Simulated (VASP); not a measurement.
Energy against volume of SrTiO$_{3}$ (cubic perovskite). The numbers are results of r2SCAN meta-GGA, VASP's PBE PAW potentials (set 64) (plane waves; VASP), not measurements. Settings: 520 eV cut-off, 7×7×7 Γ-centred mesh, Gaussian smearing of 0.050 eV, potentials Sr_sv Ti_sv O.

| V (Å³/atom) | E (eV/atom) |
|---|---|
| 11.265 | -12.63668 |
| 11.625 | -12.65890 |
| 11.984 | -12.66612 |
| 12.344 | -12.66065 |

**Question.** Fit these four points and predict the energy of the run at 12.703 Å³/atom.

**Answer.** A cubic in V^(−2/3), the third-order Birch-Murnaghan form, passes through the four points with V0 = 12.00 Å³/atom and B0 = 187 GPa, and gives -12.6444 eV/atom there. The run gave -12.6443 eV/atom, +0.1 meV/atom from the fit; all five points give B0 = 188 GPa.

The compound is SrTiO3 in the cubic perovskite structure, the ideal cubic form; the compound distorts at low or room temperature. It was relaxed first.
